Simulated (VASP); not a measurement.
**Sr: transverse stress against strain**

Sr (fcc, Fm-3m, 51.592 Å³/atom and stress up to 0.04 GPa in the relaxed cell, cube axes along x, y and z) under an equal strain ε along x and y, with z held. PBEsol in VASP (plane waves, PAW), 480 eV, 12×12×12 Γ-centred mesh, Gaussian smearing 0.05 eV. Against the start cell, which lies near the measured one, the relaxed cell differs by -8.2 % in volume; the values below rest on it. Stress is positive for a compressed cell.

Here s stands for strain and y for stress zz.

```csv
strain (%),stress zz (GPa)
-3.00,?
-1.50,0.42
-1.00,0.29
-0.50,0.16
0.00,0.04
0.50,-0.08
1.00,-0.19
1.50,-0.30
```

Taking a straight line for y over the 7 complete rows: Means: s 0, y 0.049. About the means, the sum of products is -1.6800 and the sum of squares of s is 7.0000; the slope is their ratio. Least squares gives y = 0.049 - 0.2400·s. Residuals (row less fit): 0.011, 0.001, -0.009, -0.009, -0.009, 0.001, 0.011; standard error 0.010 (degrees of freedom: 5). The slope gives the elastic constant 2C12 = about 24 GPa.

### Question
What does the fit predict for y at s = -3.00, and how far is the calculated value from it?

### Answer
y = 0.049 - 0.2400 × (-3.0) = 0.769 GPa. The calculation gives 0.83 GPa, 0.061 GPa above the prediction (5.4 % of the range of y in the table). The row lies outside the fitted rows, so this is an extrapolation. From the scatter of the fitted rows alone, a prediction at this place has a standard error of 0.015 GPa, so the miss is 4.1 times that.

A polynomial of degree 2 through the 12 other runs of the series gives 0.83 there, so most of the miss is curvature that the fit leaves out. In a metal these values are sensitive to mesh and smearing; energies are taken to zero smearing, stresses follow the free energy. Rows are the converged runs of the series near zero and its far end, less any whose ions stayed unrelaxed beside relaxed ones; series whose fitted rows scatter by over a few per cent of the range, as at a crossing or softening among them, aren't shown in this form. Most that stay on the fit to the last digits aren't either.
